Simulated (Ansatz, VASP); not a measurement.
**LaBi in VASP and in Ansatz**

```xyz
2
Lattice="0.0000 3.2825 3.2825 3.2825 0.0000 3.2825 3.2825 3.2825 0.0000" Properties=species:S:1:pos:R:3 pbc="T T T"
La    0.0000    0.0000    0.0000
Bi    3.2825    3.2825    3.3075
```

Alike in both runs: task single point; functional LDA; k mesh 6 × 6 × 6; no spin polarisation.

|  | VASP | Ansatz |
| --- | --- | --- |
| version | VASP 6.6.1 | Ansatz 0.2.0 |
| potentials or method | VASP PAW LDA potentials, release 64 (La, Bi_d) | plane waves, PAW |
| plane-wave cutoff (eV) | 520 | 420 |
| occupations | fermi-dirac, width 0.1 eV | fermi-dirac |
| valence electrons in the cell | 26 | 26 |

```tsv
	VASP	Ansatz	Ansatz less VASP
rms of the force components (eV/Å)	0.049	0.048	-0.0005
```

Atom by atom the forces differ by 0.000 eV/Å (rms over components).
